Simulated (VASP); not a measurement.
A VASP calculation is set up with these files.

### KPOINTS
```
Automatic mesh
0
Gamma
6 6 6
0 0 0
```

File POSCAR:
```
Mg2Si
1
    0.0000000000     3.0504652399     3.0504652399
    3.0504652399     0.0000000000     3.0504652399
    3.0504652399     3.0504652399     0.0000000000
Mg Si
2 1
Direct
  0.2500000000   0.2500000000   0.2500000000
  0.7500000000   0.7500000000   0.7500000000
  0.0000000000   0.0000000000   0.0000000000
```

INCAR:
```
! general
SYSTEM  = Mg2Si
PREC    = Accurate
ENCUT   = 500
LREAL   = F
LASPH   = T

! electronic loop
EDIFF   = 1E-6
NELM    = 100
ALGO    = Normal

! smearing
ISMEAR  = 0
SIGMA   = 0.05

! ions
IBRION  = 2
NSW     = 40
ISIF    = 3
EDIFFG  = -0.02
PSTRESS = 100

! output
LWAVE   = F
LCHARG  = F
```

POTCAR, in this order: Mg Si (LDA.64 set). Program: vasp_std.

Q: Write an equivalent input for Quantum ESPRESSO's pw.x.

A: One equivalent input (not run):
```
&CONTROL
  calculation = 'vc-relax'
  pseudo_dir = './pseudo'
  outdir = './out'
  tprnfor = .true.
  tstress = .true.
  nstep = 40
  forc_conv_thr = 0.00078
/
&SYSTEM
  ibrav = 0
  nat = 3
  ntyp = 2
  ecutwfc = 84
  occupations = 'smearing'
  smearing = 'gaussian'
  degauss = 0.003675
  input_dft = 'pz'
/
&ELECTRONS
  conv_thr = 7.3e-08
  electron_maxstep = 100
/
&IONS
/
&CELL
  press = 100
/
ATOMIC_SPECIES
  Mg 24.305 Mg.upf
  Si 28.085 Si.upf
CELL_PARAMETERS angstrom
     0.0000000    3.0504652    3.0504652
     3.0504652    0.0000000    3.0504652
     3.0504652    3.0504652    0.0000000
ATOMIC_POSITIONS crystal
  Mg   0.2500000  0.2500000  0.2500000
  Mg   0.7500000  0.7500000  0.7500000
  Si   0.0000000  0.0000000  0.0000000
K_POINTS automatic
  6 6 6 0 0 0
```
The two are equivalent in intent, not identical: the potentials are each code's own (VASP's PAW set, PseudoDojo norm-conserving files in pw.x), so ENCUT and ecutwfc are chosen apart and not converted; conv_thr bounds pw.x's estimated SCF error, while EDIFF bounds the energy change between steps; forc_conv_thr acts on force components and is met together with etot_conv_thr.

The compound is Mg2Si in the antifluorite structure. This run relaxes it under an external pressure of 10 GPa. Symmetry was kept, so distortions that lower it aren't found. The k-mesh is coarse (spacing up to 0.30 per Å, 2π included), so the numbers may not be converged in it.
